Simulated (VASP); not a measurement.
An input for Ansatz (written as the equivalent of a VASP run, and not itself run):

Ansatz 0.2 input:
```yaml
crystal:
  lattice:
    - [0.0000000, 3.1358304, 3.1358304]
    - [3.1358304, 0.0000000, 3.1358304]
    - [3.1358304, 3.1358304, 0.0000000]
  atoms:
    - { symbol: Mg, position: [0.2500000, 0.2500000, 0.2500000] }
    - { symbol: Mg, position: [0.7500000, 0.7500000, 0.7500000] }
    - { symbol: Ge, position: [0.0000000, 0.0000000, 0.0000000] }
kpoints:
  mp_grid: { grid: [7, 7, 7] }
hamiltonian:
  xc: lda
  pseudopotentials: { kind: paw }
scf:
  occupations: { method: tetrahedron }
  max_iter: 100
output: { forces: true, stress: true, eigenvalues: true }
```

### Question
Write the VASP files for the same calculation (LDA).

### Answer
One answer among several that fit: 
**INCAR**
```
SYSTEM=Mg2Ge
PREC=Accurate; ENCUT=520; LREAL=.False.
LASPH=.True.
EDIFF=1E-7; NELM=100; ALGO=Normal
LMAXMIX=4
ISMEAR=-5
ISIF=2
LWAVE=.False.; LCHARG=.True.; LORBIT=11
NEDOS=601
```

File KPOINTS:
```
Automatic mesh
0
Gamma
7 7 7
0 0 0
```

### POSCAR
```
Mg2Ge
6.2716610
  0.0000000000   0.4999999858   0.4999999858
  0.4999999858   0.0000000000   0.4999999858
  0.4999999858   0.4999999858   0.0000000000
Mg Ge
2 1
direct
  0.2500000000   0.2500000000   0.2500000000
  0.7500000000   0.7500000000   0.7500000000
  0.0000000000   0.0000000000   0.0000000000
```

POTCAR, in this order: Mg Ge_d (LDA.64 set). Program: vasp_std.

The two are equivalent in intent, not identical: each code has its own PAW files, so the cut-off isn't converted (ENCUT is set for VASP's; basis.ecutwfc is left out, and Ansatz then takes the one that its files recommend); Ansatz stops its SCF on the density residual and VASP on the energy change (EDIFF); Ansatz's lda is the Perdew-Wang form, while the LDA potentials of VASP carry Perdew-Zunger's.

The compound is Mg2Ge in the antifluorite structure. It was relaxed first, which changed the volume by -5 %.
